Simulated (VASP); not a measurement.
## Band gap of Al2O3 (Corundum): cutoff, mesh and cell

How far does the LDA gap of Al2O3 (Corundum) depend on cutoff, mesh and cell? The starting structure is a measured crystal structure from the Crystallography Open Database. Cell and atoms stay as given unless a step says otherwise.

Calculated with VASP 6.6.1; Kohn-Sham DFT with plane waves and PAW; LDA.

**1. Set-up**

The structure is trigonal, space group R-3c (No. 167). The conventional cell has a = 4.759 Å, b = 4.759 Å, c = 12.996 Å, α = 90.00°, β = 90.00°, γ = 120.00°. Nearest to Al lie 6 O at 1.88 to 1.93 Å. Nearest to O lie 4 Al at 1.88 to 1.93 Å. Farther neighbours and most contacts between anions are not listed.

Structure file:

```cif
data_structure
_symmetry_space_group_name_H-M 'R-3c:H'
_symmetry_Int_Tables_number 167
_cell_length_a 4.7590
_cell_length_b 4.7590
_cell_length_c 12.9965
_cell_angle_alpha 90.000
_cell_angle_beta 90.000
_cell_angle_gamma 120.000
_cell_volume 254.91
loop_
_atom_site_label
_atom_site_type_symbol
_atom_site_symmetry_multiplicity
_atom_site_Wyckoff_symbol
_atom_site_fract_x
_atom_site_fract_y
_atom_site_fract_z
_atom_site_occupancy
Al1 Al 12 c 0.00000 0.00000 0.15000 1
O1 O 18 e 0.70000 0.70000 0.25000 1
```

**2. Reference bands**

The input, INCAR:

```
SYSTEM = Al2O3
PREC = Accurate
ENCUT = 460
EDIFF = 1E-06
NELM = 100
ISMEAR = 0
SIGMA = 0.03
LREAL = .FALSE.
ALGO = Normal
GGA = CA
NBANDS = 48
LORBIT = 11
LWAVE = .FALSE.
LCHARG = .FALSE.
KPAR = 8
```

The input, POSCAR:

```
Al2O3
1.0
    2.3794853470      1.3737965056      4.3321625829
   -2.3794853470      1.3737965056      4.3321625829
    0.0000000000     -2.7475930112      4.3321625829
Al O
4 6
Direct
    0.1500000000      0.1500000000      0.1500000000
    0.3500000000      0.3500000000      0.3500000000
    0.8500000000      0.8500000000      0.8500000000
    0.6500000000      0.6500000000      0.6500000000
    0.9500000000      0.2500000000      0.5500000000
    0.5500000000      0.9500000000      0.2500000000
    0.2500000000      0.5500000000      0.9500000000
    0.0500000000      0.7500000000      0.4500000000
    0.4500000000      0.0500000000      0.7500000000
    0.7500000000      0.4500000000      0.0500000000
```

The input, KPOINTS:

```
Automatic mesh
0
Gamma
6 6 6
0 0 0
```

The input, KPOINTS_OPT:

```
Line mode
8
Line-mode
Reciprocal
  0.00000000   0.00000000   0.00000000 GAMMA
  0.50000000   0.00000000   0.00000000 L

  0.50000000   0.00000000   0.00000000 L
  0.50000000   0.23370822  -0.23370822 B1

  0.76629178   0.50000000   0.23370822 B
  0.50000000   0.50000000   0.50000000 Z

  0.50000000   0.50000000   0.50000000 Z
  0.00000000   0.00000000   0.00000000 GAMMA

  0.00000000   0.00000000   0.00000000 GAMMA
  0.36685411   0.00000000  -0.36685411 X

  0.63314589   0.36685411   0.00000000 Q
  0.50000000   0.50000000   0.00000000 F

  0.50000000   0.50000000   0.00000000 F
  0.63314589   0.63314589   0.23370822 P1

  0.63314589   0.63314589   0.23370822 P1
  0.50000000   0.50000000   0.50000000 Z

  0.50000000   0.00000000   0.00000000 L
  0.76629178   0.36685411   0.36685411 P
```

Potentials, in the order of the species: Al and O (LDA family, release 64).

Started as:

```console
$ mpirun -np 8 vasp_std
```

Log:

```text
[banner, memory and clock lines left out]
running    8 mpi-ranks, on    1 nodes
 distrk:  each k-point on    1 cores,    8 groups
 distr:  one band on    1 cores,    1 groups

 POSCAR found type information on POSCAR AlO
 POSCAR found :  2 types and      10 ions
|                                                                             |
|           W    W    AA    RRRRR   N    N  II  N    N   GGGG   !!!           |
|           W    W   A  A   R    R  NN   N  II  NN   N  G    G  !!!           |
|           W    W  A    A  R    R  N N  N  II  N N  N  G       !!!           |
|           W WW W  AAAAAA  RRRRR   N  N N  II  N  N N  G  GGG   !            |
|           WW  WW  A    A  R   R   N   NN  II  N   NN  G    G                |
|           W    W  A    A  R    R  N    N  II  N    N   GGGG   !!!           |
|                                                                             |
|     For optimal performance we recommend to set                             |
|       NCORE = 2 up to number-of-cores-per-socket                            |
|     NCORE specifies how many cores store one orbital (NPAR=cpu/NCORE).      |
|     This setting can greatly improve the performance of VASP for DFT.       |
|     The default, NCORE=1 might be grossly inefficient on modern             |
|     multi-core architectures or massively parallel machines. Do your        |
|     Unfortunately you need to use the default for GW and RPA                |
|     calculations (for HF NCORE is supported but not extensively tested      |
|     yet).                                                                   |
|                                                                             |

 LDA part: xc-table for (Slater(with rela. corr.)+CA(PZ))
 , standard interpolation
 POSCAR, INCAR and KPOINTS ok, starting setup
 FFT: planning ... GRIDC
 FFT: planning ... GRID_SOFT
 FFT: planning ... GRID
 WAVECAR not read
 entering main loop
       N       E                     dE             d eps       ncg     rms          rms(c)
DAV:   1     0.156107615176E+03    0.15611E+03   -0.22275E+04  3072   0.864E+02
DAV:   2    -0.818800609304E+02   -0.23799E+03   -0.22980E+03  3720   0.223E+02
DAV:   3    -0.914094729912E+02   -0.95294E+01   -0.94772E+01  3736   0.409E+01
DAV:   4    -0.914637382548E+02   -0.54265E-01   -0.54260E-01  3472   0.355E+00
DAV:   5    -0.914642226317E+02   -0.48438E-03   -0.48437E-03  3712   0.320E-01    0.175E+01
DAV:   6    -0.832411676298E+02    0.82231E+01   -0.16501E+01  3272   0.204E+01    0.612E+00
DAV:   7    -0.831212277388E+02    0.11994E+00   -0.58256E-01  3536   0.339E+00    0.324E+00
DAV:   8    -0.830330561818E+02    0.88172E-01   -0.71332E-02  3528   0.156E+00    0.661E-01
DAV:   9    -0.830284435795E+02    0.46126E-02   -0.52664E-03  3904   0.369E-01    0.276E-01
DAV:  10    -0.830285344331E+02   -0.90854E-04   -0.44802E-04  3408   0.101E-01    0.809E-02
DAV:  11    -0.830285222995E+02    0.12134E-04   -0.85758E-05  3560   0.484E-02    0.276E-02
DAV:  12    -0.830285220159E+02    0.28356E-06   -0.38885E-06  3528   0.111E-02
   1 F= -.83028522E+02 E0= -.83028522E+02  d E =-.384592E-23
 Start KPOINTS_OPT (optional k-point list driver)
k-point batch [1-32\72]
       N       E                     dE             ncg
DAV:   1     0.672700278224E+04   -0.22187E+05     3072
DAV:   2    -0.459149784717E+03   -0.71862E+04     3704
DAV:   3    -0.763909967326E+03   -0.30476E+03     3800
DAV:   4    -0.765793842706E+03   -0.18839E+01     3560
DAV:   5    -0.765813600366E+03   -0.19758E-01     3704
DAV:   6    -0.765813952972E+03   -0.35261E-03     3608
DAV:   7    -0.765813960333E+03   -0.73616E-05     3352
DAV:   8    -0.765813960611E+03   -0.27786E-06     2600
[...]
k-point batch [65-72\72]
       N       E                     dE             ncg
DAV:   1     0.322868582843E+05   -0.82602E+04      768
DAV:   2     0.304483214899E+05   -0.18385E+04      944
DAV:   3     0.303688105500E+05   -0.79511E+02      920
DAV:   4     0.303683269454E+05   -0.48360E+00      896
DAV:   5     0.303683219737E+05   -0.49717E-02      920
DAV:   6     0.303683218851E+05   -0.88639E-04      912
DAV:   7     0.303683218833E+05   -0.18373E-05      824
DAV:   8     0.303683218832E+05   -0.75041E-07      616
```

The job ended after 39 s (8 MPI ranks of AMD EPYC 7R43, shared host; peak memory 2 GiB; 5.1 min of CPU time).

The logs omit lines about the potential files and the build; timing stands in the text.

Parts of OUTCAR (step 2):

```text
ion  position               nearest neighbor table
   1  0.150  0.150  0.150-   8 1.88   9 1.88  10 1.88   7 1.93   5 1.93   6 1.93   2 2.60   3 2.78
                             3 2.78   3 2.78   2 3.25   2 3.25   2 3.25
   2  0.350  0.350  0.350-  10 1.88   9 1.88   8 1.88   7 1.93   5 1.93   6 1.93   1 2.60   4 2.78
                             4 2.78   4 2.78   1 3.25   1 3.25   1 3.25
   3  0.850  0.850  0.850-   5 1.88   6 1.88   7 1.88   8 1.93  10 1.93   9 1.93   4 2.60   1 2.78
                             1 2.78   1 2.78   4 3.25   4 3.25   4 3.25
   4  0.650  0.650  0.650-   7 1.88   6 1.88   5 1.88   8 1.93  10 1.93   9 1.93   3 2.60   2 2.78
                             2 2.78   2 2.78   3 3.25   3 3.25   3 3.25
   5  0.950  0.250  0.550-   3 1.88   4 1.88   1 1.93   2 1.93
   6  0.550  0.950  0.250-   3 1.88   4 1.88   1 1.93   2 1.93
   7  0.250  0.550  0.950-   4 1.88   3 1.88   1 1.93   2 1.93
   8  0.050  0.750  0.450-   1 1.88   2 1.88   3 1.93   4 1.93
   9  0.450  0.050  0.750-   1 1.88   2 1.88   3 1.93   4 1.93
  10  0.750  0.450  0.050-   2 1.88   1 1.88   3 1.93   4 1.93

  LATTYP: Found a trigonal (rhomboedric) cell.
 ALAT       =     5.1300000000
 COS(alpha) =     0.5697099190

 Subroutine GETGRP returns: Found 12 space group operations
 (whereof  6 operations were pure point group operations)

The static configuration has the point symmetry S_6 .
 The point group associated with its full space group is D_3d.

 Found     32 irreducible k-points:

   k-points           NKPTS =     32   k-points in BZ     NKDIM =     32   number of bands    NBANDS=     48

   dimension x,y,z NGX =    36 NGY =   36 NGZ =   36
   dimension x,y,z NGXF=    72 NGYF=   72 NGZF=   72

   ENCUT  =  460.0 eV  33.81 Ry    5.81 a.u.   8.97  8.97  8.97*2*pi/ulx,y,z

   NELECT =      48.0000    total number of electrons

 k-points in reciprocal lattice and weights: Automatic mesh
   0.00000000  0.00000000  0.00000000       0.005
   0.16666667 -0.00000000 -0.00000000       0.028
   0.33333333  0.00000000  0.00000000       0.028
   0.50000000  0.00000000  0.00000000       0.014
   0.16666667  0.16666667 -0.00000000       0.028
   0.33333333  0.16666667  0.00000000       0.056
   0.50000000  0.16666667  0.00000000       0.056
  -0.33333333  0.16666667  0.00000000       0.056
  -0.16666667  0.16666667  0.00000000       0.028
[...]
-0.33333333  0.50000000  0.33333333       0.028
   0.50000000  0.50000000  0.50000000       0.005

 average (electrostatic) potential at core
       1 -69.7000       2 -69.7000       3 -69.7000       4 -69.7000       5 -68.2395
       6 -68.2395       7 -68.2395       8 -68.2395       9 -68.2395      10 -68.2395

 E-fermi :   5.9939

 k-point     1 :       0.0000    0.0000    0.0000
  band No.  band energies     occupation
    ...
     20       5.2822      2.00000
     21       5.2822      2.00000
     22       5.6689      2.00000
     23       5.7923      2.00000
     24       5.7923      2.00000
     25      12.0043      0.00000
     26      14.5884      0.00000
     27      16.4507      0.00000
     28      17.0583      0.00000
     29      17.1906      0.00000
    ...

 k-point     2 :       0.1667   -0.0000   -0.0000
  band No.  band energies     occupation
    ...
     20       4.9370      2.00000
     21       5.0427      2.00000
     22       5.4123      2.00000
     23       5.6703      2.00000
     24       5.7483      2.00000
     25      12.6150      0.00000
     26      15.0759      0.00000
     27      16.0308      0.00000
     28      16.6047      0.00000
     29      16.9367      0.00000
    ...

 k-point     3 :       0.3333    0.0000    0.0000
  band No.  band energies     occupation
    ...
     20       4.5026      2.00000
     21       4.8710      2.00000
     22       5.2346      2.00000
     23       5.5545      2.00000
     24       5.5801      2.00000
     25      13.8697      0.00000
     26      15.5179      0.00000
     27      15.6247      0.00000
     28      16.0481      0.00000
     29      16.5181      0.00000
    ...

  Total       -2.3521792     -2.3521792     -2.1291026      0.0000000      0.0000000      0.0000000
  in kB      -44.3526481    -44.3526481    -40.1463191      0.0000000      0.0000000      0.0000000
  external PRESSURE =     -42.9505384 kB  Pullay stress =       0.0000000 kB

  energy-cutoff  :      460.00
  volume of cell :       84.97
      direct lattice vectors                 reciprocal lattice vectors
     2.379485347  1.373796506  4.332162583     0.210129472  0.121318307  0.076943865
    -2.379485347  1.373796506  4.332162583    -0.210129472  0.121318307  0.076943865
     0.000000000 -2.747593011  4.332162583     0.000000000 -0.242636615  0.076943865

 POSITION                                       TOTAL-FORCE (eV/Angst)
 -----------------------------------------------------------------------------------
      0.00000      0.00000      1.94947         0.000000     -0.000000     -0.584745
      0.00000      0.00000      4.54877         0.000000      0.000000      0.584745
      0.00000      0.00000     11.04701         0.000000      0.000000      0.584745
      0.00000      0.00000      8.44772         0.000000     -0.000000     -0.584745
      1.66564      0.13738      7.58128        -0.358544     -0.621017     -0.000000
     -0.95179      1.37380      7.58128         0.717089      0.000000     -0.000000
     -0.71385     -1.51118      7.58128        -0.358544      0.621017     -0.000000
     -1.66564     -0.13738      5.41520         0.358544      0.621017     -0.000000
      0.95179     -1.37380      5.41520        -0.717089      0.000000     -0.000000
      0.71385      1.51118      5.41520         0.358544     -0.621017     -0.000000
 -----------------------------------------------------------------------------------
    total drift:                                0.000000      0.000000      0.000000

  FREE ENERGIE OF THE ION-ELECTRON SYSTEM (eV)
  ---------------------------------------------------
  free  energy   TOTEN  =       -83.0285220159 eV

  energy  without entropy=      -83.0285220159  energy(sigma->0) =      -83.02852202

 total charge
# of ion       s       p       d       tot
------------------------------------------
    1        0.318   0.415   0.000   0.733
    2        0.318   0.415   0.000   0.733
    3        0.318   0.415   0.000   0.733
    4        0.318   0.415   0.000   0.733
    5        1.543   3.628   0.000   5.171
    6        1.543   3.628   0.000   5.171
    7        1.543   3.628   0.000   5.171
    8        1.543   3.628   0.000   5.171
    9        1.543   3.628   0.000   5.171
   10        1.543   3.628   0.000   5.171
--------------------------------------------------
tot         10.530  23.427   0.000  33.957

[... 3 further parts left out ...]
```

At this level the cell is under a tension of 4.3 GPa, so at these settings it is away from equilibrium.

The reference gap is 6.208 eV.

**3. Bands with cell and atoms relaxed by LDA**

Against step 2 the input has another starting structure. The cell comes from a relaxation at this level, not shown (83.49 Å³).

INCAR is that of step 2.

The input, POSCAR:

```
Al2O3
1.0
    2.3673357923      1.3667819569      4.3006576577
   -2.3673357923      1.3667819569      4.3006576577
    0.0000000000     -2.7335639138      4.3006576577
Al O
4 6
Direct
    0.1479939516      0.1479939516      0.1479939516
    0.3520060484      0.3520060484      0.3520060484
    0.8520060484      0.8520060484      0.8520060484
    0.6479939516      0.6479939516      0.6479939516
    0.9442576957      0.2500000000      0.5557423043
    0.5557423043      0.9442576957      0.2500000000
    0.2500000000      0.5557423043      0.9442576957
    0.0557423043      0.7500000000      0.4442576957
    0.4442576957      0.0557423043      0.7500000000
    0.7500000000      0.4442576957      0.0557423043
```

KPOINTS is that of step 2.

The input, KPOINTS_OPT:

```
Line mode
8
Line-mode
Reciprocal
  0.00000000   0.00000000   0.00000000 GAMMA
  0.50000000   0.00000000   0.00000000 L

  0.50000000   0.00000000   0.00000000 L
  0.50000000   0.23400114  -0.23400114 B1

  0.76599886   0.50000000   0.23400114 B
  0.50000000   0.50000000   0.50000000 Z

  0.50000000   0.50000000   0.50000000 Z
  0.00000000   0.00000000   0.00000000 GAMMA

  0.00000000   0.00000000   0.00000000 GAMMA
  0.36700057   0.00000000  -0.36700057 X

  0.63299943   0.36700057   0.00000000 Q
  0.50000000   0.50000000   0.00000000 F

  0.50000000   0.50000000   0.00000000 F
  0.63299943   0.63299943   0.23400114 P1

  0.63299943   0.63299943   0.23400114 P1
  0.50000000   0.50000000   0.50000000 Z

  0.50000000   0.00000000   0.00000000 L
  0.76599886   0.36700057   0.36700057 P
```

Started as:

```console
$ mpirun -np 8 vasp_std
```

Log:

```text
[banner, memory and clock lines left out]
running    8 mpi-ranks, on    1 nodes
[...]
[... a notice as in an earlier step ...]

 LDA part: xc-table for (Slater(with rela. corr.)+CA(PZ))
 , standard interpolation
 POSCAR, INCAR and KPOINTS ok, starting setup
[...]
entering main loop
       N       E                     dE             d eps       ncg     rms          rms(c)
DAV:   1     0.155280841000E+03    0.15528E+03   -0.22284E+04  3080   0.866E+02
DAV:   2    -0.822773795800E+02   -0.23756E+03   -0.22959E+03  3720   0.224E+02
DAV:   3    -0.915292507253E+02   -0.92519E+01   -0.92052E+01  3752   0.403E+01
DAV:   4    -0.915800840112E+02   -0.50833E-01   -0.50828E-01  3416   0.346E+00
[...]
DAV:  10    -0.831321300577E+02   -0.10825E-03   -0.37932E-04  3416   0.875E-02    0.620E-02
DAV:  11    -0.831321156734E+02    0.14384E-04   -0.67765E-05  3560   0.435E-02    0.222E-02
DAV:  12    -0.831321153882E+02    0.28514E-06   -0.26808E-06  3456   0.897E-03
   1 F= -.83132115E+02 E0= -.83132115E+02  d E =-.575583E-11
 Start KPOINTS_OPT (optional k-point list driver)
k-point batch [1-32\72]
       N       E                     dE             ncg
DAV:   1     0.694404078941E+04   -0.22000E+05     3072
DAV:   2    -0.211938505390E+03   -0.71560E+04     3768
DAV:   3    -0.507202255728E+03   -0.29526E+03     3800
DAV:   4    -0.508940915617E+03   -0.17387E+01     3496
DAV:   5    -0.508958906872E+03   -0.17991E-01     3768
DAV:   6    -0.508959218010E+03   -0.31114E-03     3520
DAV:   7    -0.508959224195E+03   -0.61844E-05     3320
DAV:   8    -0.508959224479E+03   -0.28414E-06     2512
[...]
k-point batch [65-72\72]
       N       E                     dE             ncg
DAV:   1     0.332048045737E+05   -0.82886E+04      768
DAV:   2     0.314098041926E+05   -0.17950E+04      944
DAV:   3     0.313352562232E+05   -0.74548E+02      936
DAV:   4     0.313348154415E+05   -0.44078E+00      888
DAV:   5     0.313348108258E+05   -0.46158E-02      936
DAV:   6     0.313348107436E+05   -0.82126E-04      896
DAV:   7     0.313348107419E+05   -0.16980E-05      840
DAV:   8     0.313348107419E+05   -0.63505E-07      624
```

Elapsed: 34 s, on 8 MPI ranks; peak memory 2 GiB; 4.4 min of CPU time.

Parts of OUTCAR (step 3):

```text
  Total       -0.4192853     -0.4192853     -0.4149865      0.0000000     -0.0000000      0.0000000
  in kB       -8.0459062     -8.0459062     -7.9634137      0.0000000     -0.0000000      0.0000000
  external PRESSURE =      -8.0184087 kB  Pullay stress =       0.0000000 kB

 POSITION                                       TOTAL-FORCE (eV/Angst)
 -----------------------------------------------------------------------------------
      0.00000      0.00000      1.90941        -0.000000      0.000000      0.000148
      0.00000      0.00000      4.54157        -0.000000      0.000000     -0.000148
      0.00000      0.00000     10.99256        -0.000000      0.000000     -0.000148
      0.00000      0.00000      8.36040        -0.000000      0.000000      0.000148
      1.64354      0.11313      7.52615        -0.001582     -0.002740      0.000000
     -0.91975      1.36678      7.52615         0.003164      0.000000     -0.000000
     -0.72379     -1.47991      7.52615        -0.001582      0.002740      0.000000
     -1.64354     -0.11313      5.37582         0.001582      0.002740      0.000000
      0.91975     -1.36678      5.37582        -0.003164      0.000000      0.000000
      0.72379      1.47991      5.37582         0.001582     -0.002740      0.000000
 -----------------------------------------------------------------------------------
    total drift:                                0.000000      0.000000      0.000000

  FREE ENERGIE OF THE ION-ELECTRON SYSTEM (eV)
  ---------------------------------------------------
  free  energy   TOTEN  =       -83.1321153882 eV

  energy  without entropy=      -83.1321153882  energy(sigma->0) =      -83.13211539

[... 1 part as in an earlier step ...]

[... 2 further parts left out ...]
[key lines of the parts left out:]
E-fermi :   6.1510
```

With cell and atoms relaxed by LDA the gap is 6.401 eV, +0.193 eV from the reference.

(Continued in part 2 of 2.)

[Lines on the potential files, build, host, timing and source positions are cut from VASP's logs without a mark.]

[Logs are printed without paths, hosts, clocks, repeated set-up lines and the standing remarks that a program may print on its own settings, such as how far it seeks lower states.]

[Hosts, paths, dates, database ids (printed as entryN), source tags and the programs' standing remarks are cut or masked in the printed files.]
